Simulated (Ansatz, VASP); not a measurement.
# SiCl3 in two plane-wave programs, part 3 of 3

One calculation is typed for both programs; each brings its own data sets. How far apart do they land? The cell is generated by rule, not measured, and may not be a known phase. The cell is taken from a series of runs on this material, whose earlier steps may have relaxed, scaled, displaced or heated it; both programs get it as it stands.

VASP 6.6.1 and Ansatz 0.2.0.

So far: Set-up; Ansatz: zone-centre phonons, PBE; VASP: zone-centre phonons, PBE.

### Step 3. VASP: zone-centre phonons, PBE (continued)

Level of this step: PBE; plane waves and PAW (Si, Cl); invented cell (VASP).

Numbers of over 12 decimals in the logs are rounded to 6 here.

From OUTCAR (step 3):

```text
ion  position               nearest neighbor table
   1  0.750  0.000  0.053-   3 2.06   7 2.35   7 2.35   5 2.40   6 2.40
   2  0.250  0.000  0.947-   4 2.06   8 2.35   8 2.35   5 2.40   6 2.40
   3  0.750  0.000  0.365-   1 2.06
   4  0.250  0.000  0.635-   2 2.06
   5  0.500  0.000  0.000-   1 2.40   2 2.40
   6  0.000  0.000  0.000-   1 2.40   2 2.40
   7  0.750  0.500  0.952-   1 2.35   1 2.35
   8  0.250  0.500  0.048-   2 2.35   2 2.35

  LATTYP: Found a simple orthorhombic cell.
 ALAT       =     4.5078995975
 B/A-ratio  =     1.4625261199
 C/A-ratio  =     2.1031615060

 Subroutine GETGRP returns: Found  8 space group operations
 (whereof  4 operations were pure point group operations)

The static configuration has the point symmetry C_2h.
 The point group associated with its full space group is D_2h.

 Found     60 irreducible k-points:

   k-points           NKPTS =     60   k-points in BZ     NKDIM =     60   number of bands    NBANDS=     33

   dimension x,y,z NGX =    70 NGY =   36 NGZ =   48
   dimension x,y,z NGXF=   140 NGYF=   72 NGZF=   96

   ENCUT  =  500.0 eV  36.75 Ry    6.06 a.u.  17.29  8.22 12.02*2*pi/ulx,y,z

   NELECT =      50.0000    total number of electrons

 k-points in reciprocal lattice and weights: Automatic mesh
   0.00000000  0.00000000  0.00000000       0.005
   0.25000000  0.00000000  0.00000000       0.010
   0.50000000  0.00000000  0.00000000       0.005
   0.00000000  0.12500000  0.00000000       0.010
   0.25000000  0.12500000  0.00000000       0.021
   0.50000000  0.12500000  0.00000000       0.010
   0.00000000  0.25000000  0.00000000       0.010
   0.25000000  0.25000000  0.00000000       0.021
   0.50000000  0.25000000  0.00000000       0.010
[...]
0.25000000  0.50000000  0.50000000       0.010
   0.50000000  0.50000000  0.50000000       0.005

 average (electrostatic) potential at core
       1 -90.9565       2 -90.9565       3 -95.9798       4 -95.9798       5 -95.7088
       6 -95.7088       7 -96.2492       8 -96.2492

 Eigenvectors and eigenvalues of the dynamical matrix
 ----------------------------------------------------

   1 f  =   16.077415 THz   101.017378 2PiTHz  536.284840 cm-1    66.490816 meV
             X         Y         Z           dx          dy          dz
      7.110631  0.000000  0.350675     0.000000   -0.000000   -0.560725
      2.370210  0.000000  6.242246    -0.000000    0.000000    0.560725
      7.110631  0.000000  2.406693    -0.000000    0.000000    0.427874
      2.370210  0.000000  4.186228     0.000000   -0.000000   -0.427874
      4.740420  0.000000  0.000000    -0.000000   -0.000000   -0.000000
      0.000000  0.000000  0.000000     0.000000   -0.000000   -0.000000
      7.110631  2.253950  6.278657     0.000000   -0.000000    0.050115
      2.370210  2.253950  0.314264     0.000000    0.000000   -0.050115

   2 f  =   15.458533 THz    97.128828 2PiTHz  515.641160 cm-1    63.931327 meV
             X         Y         Z           dx          dy          dz
      7.110631  0.000000  0.350675     0.000000   -0.000000   -0.550659
      2.370210  0.000000  6.242246    -0.000000    0.000000   -0.550659
      7.110631  0.000000  2.406693    -0.000000    0.000000    0.441074
      2.370210  0.000000  4.186228    -0.000000   -0.000000    0.441074
      4.740420  0.000000  0.000000     0.018439    0.000000    0.006136
      0.000000  0.000000  0.000000    -0.018439    0.000000    0.006136
      7.110631  2.253950  6.278657     0.000000   -0.000000    0.043014
      2.370210  2.253950  0.314264    -0.000000   -0.000000    0.043014

   3 f  =    9.617000 THz    60.425394 2PiTHz  320.788593 cm-1    39.772699 meV
             X         Y         Z           dx          dy          dz
      7.110631  0.000000  0.350675    -0.695833   -0.000000   -0.000000
      2.370210  0.000000  6.242246     0.695833    0.000000    0.000000
      7.110631  0.000000  2.406693     0.100901    0.000000   -0.000000
      2.370210  0.000000  4.186228    -0.100901   -0.000000    0.000000
      4.740420  0.000000  0.000000     0.000000    0.000000   -0.000000
      0.000000  0.000000  0.000000    -0.000000    0.000000    0.000000
      7.110631  2.253950  6.278657     0.075072    0.000000    0.000000
      2.370210  2.253950  0.314264    -0.075072    0.000000   -0.000000

   4 f  =    6.519545 THz    40.963510 2PiTHz  217.468618 cm-1    26.962660 meV
             X         Y         Z           dx          dy          dz
      7.110631  0.000000  0.350675    -0.162723   -0.000000   -0.000000
      2.370210  0.000000  6.242246    -0.162723    0.000000   -0.000000
      7.110631  0.000000  2.406693     0.194747    0.000000   -0.000000
      2.370210  0.000000  4.186228     0.194747   -0.000000   -0.000000
      4.740420  0.000000  0.000000    -0.482022   -0.000000   -0.128145
      0.000000  0.000000  0.000000    -0.482022    0.000000    0.128145
      7.110631  2.253950  6.278657     0.432237   -0.000000    0.000000
      2.370210  2.253950  0.314264     0.432237    0.000000    0.000000

   5 f  =    6.511886 THz    40.915389 2PiTHz  217.213147 cm-1    26.930986 meV
             X         Y         Z           dx          dy          dz
      7.110631  0.000000  0.350675    -0.000000   -0.000000    0.259134
      2.370210  0.000000  6.242246    -0.000000    0.000000    0.259134
      7.110631  0.000000  2.406693     0.000000    0.000000    0.378035
      2.370210  0.000000  4.186228     0.000000   -0.000000    0.378035
      4.740420  0.000000  0.000000    -0.290634   -0.000000   -0.202405
      0.000000  0.000000  0.000000     0.290634   -0.000000   -0.202405
      7.110631  2.253950  6.278657     0.000000   -0.000000   -0.405590
      2.370210  2.253950  0.314264     0.000000    0.000000   -0.405590

   6 f  =    6.162066 THz    38.717405 2PiTHz  205.544408 cm-1    25.484247 meV
             X         Y         Z           dx          dy          dz
      7.110631  0.000000  0.350675     0.000000    0.000000    0.287345
      2.370210  0.000000  6.242246     0.000000   -0.000000   -0.287345
      7.110631  0.000000  2.406693    -0.000000    0.000000    0.432754
      2.370210  0.000000  4.186228    -0.000000    0.000000   -0.432754
      4.740420  0.000000  0.000000    -0.000000    0.000000   -0.000000
      0.000000  0.000000  0.000000     0.000000    0.000000   -0.000000
      7.110631  2.253950  6.278657    -0.000000   -0.000000   -0.479746
      2.370210  2.253950  0.314264    -0.000000   -0.000000    0.479746

   7 f  =    5.487114 THz    34.476555 2PiTHz  183.030427 cm-1    22.692871 meV
             X         Y         Z           dx          dy          dz
      7.110631  0.000000  0.350675    -0.000000   -0.067710   -0.000000
      2.370210  0.000000  6.242246    -0.000000   -0.067710   -0.000000
      7.110631  0.000000  2.406693     0.000000    0.100476   -0.000000
      2.370210  0.000000  4.186228    -0.000000    0.100476   -0.000000
      4.740420  0.000000  0.000000    -0.000000    0.471902   -0.000000
      0.000000  0.000000  0.000000     0.000000    0.471902   -0.000000
      7.110631  2.253950  6.278657     0.000000   -0.512473    0.000000
      2.370210  2.253950  0.314264    -0.000000   -0.512473   -0.000000

   8 f  =    4.491605 THz    28.221589 2PiTHz  149.823828 cm-1    18.575779 meV
             X         Y         Z           dx          dy          dz
      7.110631  0.000000  0.350675    -0.000000   -0.383456   -0.000000
      2.370210  0.000000  6.242246     0.000000    0.383456   -0.000000
      7.110631  0.000000  2.406693     0.000000    0.329068   -0.000000
      2.370210  0.000000  4.186228     0.000000   -0.329068   -0.000000
      4.740420  0.000000  0.000000    -0.000000    0.000000   -0.000000
      0.000000  0.000000  0.000000     0.000000    0.000000    0.000000
      7.110631  2.253950  6.278657    -0.000000   -0.494647    0.000000
      2.370210  2.253950  0.314264     0.000000    0.494647    0.000000

   9 f  =    4.472927 THz    28.104228 2PiTHz  149.200781 cm-1    18.498531 meV
             X         Y         Z           dx          dy          dz
      7.110631  0.000000  0.350675     0.076459   -0.000000   -0.000000
      2.370210  0.000000  6.242246    -0.076459    0.000000    0.000000
      7.110631  0.000000  2.406693     0.004274    0.000000   -0.000000
      2.370210  0.000000  4.186228    -0.004274   -0.000000   -0.000000
      4.740420  0.000000  0.000000     0.000000   -0.000000    0.000000
      0.000000  0.000000  0.000000     0.000000   -0.000000   -0.000000
      7.110631  2.253950  6.278657     0.702948   -0.000000    0.000000
      2.370210  2.253950  0.314264    -0.702948    0.000000    0.000000

  10 f  =    4.293669 THz    26.977915 2PiTHz  143.221368 cm-1    17.757179 meV
             X         Y         Z           dx          dy          dz
      7.110631  0.000000  0.350675    -0.000000   -0.000000    0.083913
      2.370210  0.000000  6.242246    -0.000000    0.000000    0.083913
      7.110631  0.000000  2.406693     0.000000    0.000000    0.111231
      2.370210  0.000000  4.186228     0.000000   -0.000000    0.111231
      4.740420  0.000000  0.000000     0.584359    0.000000    0.155465
      0.000000  0.000000  0.000000    -0.584359    0.000000    0.155465
      7.110631  2.253950  6.278657    -0.000000   -0.000000   -0.339030
      2.370210  2.253950  0.314264    -0.000000    0.000000   -0.339030

  11 f  =    4.200360 THz    26.391640 2PiTHz  140.108927 cm-1    17.371285 meV
             X         Y         Z           dx          dy          dz
      7.110631  0.000000  0.350675    -0.101140    0.000000   -0.000000
      2.370210  0.000000  6.242246    -0.101140   -0.000000   -0.000000
      7.110631  0.000000  2.406693     0.457892   -0.000000   -0.000000
      2.370210  0.000000  4.186228     0.457892    0.000000   -0.000000
    [... 145 further lines ...]
      7.110631  2.253950  6.278657     0.155254    0.000000   -0.000000
      2.370210  2.253950  0.314264     0.155254    0.000000    0.000000

 ELASTIC MODULI CONTR FROM IONIC RELAXATION (kBar)
 Direction    XX          YY          ZZ          XY          YZ          ZX
 --------------------------------------------------------------------------------
 XX         -66.6178     58.4806    -72.9066      0.0000     -0.0000      0.0000
 YY          58.4806   -156.9049    -62.4772      0.0000     -0.0000     -0.0000
 ZZ         -72.9066    -62.4772   -805.5527      0.0000     -0.0000      0.0000
 XY           0.0000      0.0000      0.0000      0.0000      0.0000      0.0000
 YZ          -0.0000     -0.0000     -0.0000      0.0000    -77.4890     -0.0000
 ZX           0.0000     -0.0000      0.0000      0.0000     -0.0000   -101.8333
 --------------------------------------------------------------------------------
```

### Step 4. Differences

Known differences besides the potentials themselves: the cutoff is 789.13 eV in Ansatz and 500 eV in VASP. Total energies have different zeros and are not compared.

The two programs side by side:

```
                                              quantity  Ansatz    VASP  difference
optical mode 1 (imaginary, printed as negative) (cm⁻¹)  -254.4  -257.2        +2.8
optical mode 2 (imaginary, printed as negative) (cm⁻¹)  -101.3  -107.3        +6.1
optical mode 3 (imaginary, printed as negative) (cm⁻¹)   -56.0   -65.8        +9.8
optical mode 4 (imaginary, printed as negative) (cm⁻¹)   -33.6   -29.4        -4.2
                                 optical mode 5 (cm⁻¹)    55.7    55.2     +0.90 %
                                 optical mode 6 (cm⁻¹)    61.4    63.0     -2.54 %
                                 optical mode 7 (cm⁻¹)    97.1    93.7     +3.58 %
                                 optical mode 8 (cm⁻¹)   104.9   106.3     -1.25 %
                                 optical mode 9 (cm⁻¹)   116.0   116.3     -0.24 %
                                optical mode 10 (cm⁻¹)   125.0   125.0     -0.03 %
                                optical mode 11 (cm⁻¹)   138.9   140.1     -0.88 %
                                optical mode 12 (cm⁻¹)   144.7   143.2     +1.04 %
                                optical mode 13 (cm⁻¹)   148.3   149.2     -0.62 %
                                optical mode 14 (cm⁻¹)   149.2   149.8     -0.45 %
                                optical mode 15 (cm⁻¹)   183.9   183.0     +0.47 %
                                optical mode 16 (cm⁻¹)   205.5   205.5     -0.04 %
                                optical mode 17 (cm⁻¹)   217.1   217.2     -0.04 %
                                optical mode 18 (cm⁻¹)   217.6   217.5     +0.05 %
                                optical mode 19 (cm⁻¹)   320.1   320.8     -0.21 %
                                optical mode 20 (cm⁻¹)   517.8   515.6     +0.41 %
                                optical mode 21 (cm⁻¹)   540.5   536.3     +0.78 %
```

Modes are paired by rising frequency, not by their patterns, so a pair may set unlike modes beside each other; they are those without the splitting of longitudinal modes.

### Step 5. What came out

- r.m.s. difference of the optical zone-centre modes, each program's sorted by frequency (zone-centre phonons, PBE): 3.1 cm⁻¹
- difference in optical mode 7 (zone-centre phonons, PBE): +3.6 %

The r.m.s. difference of the optical zone-centre modes, each program's sorted by frequency is 3.1 cm⁻¹ (zone-centre phonons, PBE). Among the rows given in per cent, the largest difference of the zone-centre phonons, PBE pair is in optical mode 7, +3.6 %. What causes the difference of the zone-centre phonons, PBE pair stays open here. How closely two codes agree says nothing of how well the functional describes the real material.

[Lines on the potential files, build, host, timing and source positions are cut from VASP's logs without a mark.]

[Logs are printed without paths, hosts, clocks, repeated set-up lines and the standing remarks that a program may print on its own settings, such as how far it seeks lower states.]

[Hosts, paths, dates, database ids (printed as entryN), source tags and the programs' standing remarks are cut or masked in the printed files.]
